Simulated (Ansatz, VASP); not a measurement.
This is a calculation of NaSb2Au for VASP 6.6.1. The cell comes from a database or a generator and needn't be the stable form of this composition.

Contents of INCAR:

```
SYSTEM = NaSb2Au
ALGO = Fast
EDIFF = 1E-7
EDIFFG = -0.01
ENCUT = 600
GGA = PE
IBRION = 2
ISIF = 3
ISMEAR = -1
LASPH = .TRUE.
LCHARG = .FALSE.
LREAL = .FALSE.
LWAVE = .FALSE.
NELM = 60
NSW = 60
PREC = Accurate
SIGMA = 0.05
```

KPOINTS

```
k-points
0
G
  5 5 3
  0 0 0
```

Contents of POSCAR:

```
NaSb2Au
1.0
    4.3573000000      0.0000000000      0.0000000000
   -2.1786500000      3.7735400000      0.0000000000
    0.0000000000      0.0000000000      6.8184700000
Na Sb Au
1 2 1
Direct
    0.0000000000      0.0000000000      0.5000000000
    0.6666700000      0.3333300000      0.8163200000
    0.3333300000      0.6666700000      0.1836800000
    0.0000000000      0.0000000000      0.0000000000
```

Potentials or basis: VASP PAW PBE potentials, release 54 (Na_pv, Sb, Au).

The run is started by

```sh
$ cat potpaw_PBE.54/Na_pv/POTCAR potpaw_PBE.54/Sb/POTCAR potpaw_PBE.54/Au/POTCAR > POTCAR
$ mpirun -np 1 vasp_std > vasp.out
```

Task: Translate it to Ansatz 0.2.0. Potentials or basis there: Ansatz PAW, cutoff 420 eV.

Result: As run (cutoffs and basis follow the program's own potentials, and thresholds, step limits or extra output files can differ):

Contents of input.yaml:

```yaml
crystal:
  lattice:
    - [4.3573, 0.0, 0.0]
    - [-2.17865, 3.77354, 0.0]
    - [0.0, 0.0, 6.81847]
  atoms:
    - { symbol: Na, position: [0.0, 0.0, 0.5] }
    - { symbol: Sb, position: [0.66667, 0.33333, 0.81632] }
    - { symbol: Sb, position: [0.33333, 0.66667, 0.18368] }
    - { symbol: Au, position: [0.0, 0.0, 0.0] }
hamiltonian:
  xc: pbe
  pseudopotentials: { kind: paw }
kpoints:
  mp_grid: { grid: [5, 5, 3] }
scf:
  occupations: { method: fermi_dirac, width: 0.05 }
output:
  forces: true
  stress: true
  eigenvalues: true
relax:
  f_tol: 0.01
  max_steps: 40
  cell: { stress_tol: 0.05 }
```

Potentials or basis: Ansatz PAW.

Command:

```console
$ ansatz run input.yaml --threads 2 --pin off --max-ram 5632MiB --backend cpu --events-out ev --progress --plain --runs-dir out
```

Both were run:

|  | VASP | Ansatz |
| --- | --- | --- |
| Relaxed volume | 27.78 Å³/atom | 27.81 Å³/atom |
| Relaxed cell | a = 4.407 Å, b = 4.407 Å, c = 6.605 Å, α = 90.00°, β = 90.00°, γ = 120.00° | a = 4.410 Å, b = 4.410 Å, c = 6.605 Å, α = 90.00°, β = 90.00°, γ = 120.00° |
| Space group after relaxing | P-3m1 (No. 164) | P-3m1 (No. 164) |
| Pressure after relaxing | 0.0 GPa | 0.0 GPa |

Ansatz's pressure holds a Pulay term of +0.03 GPa for its cutoff of 420 eV, which the other run lacks.

The potentials hold 28 and 58 valence electrons a cell.

Where Ansatz's input types no cutoff or centring, it takes its own default and a Γ-centred mesh.

Pressure is positive in compression.
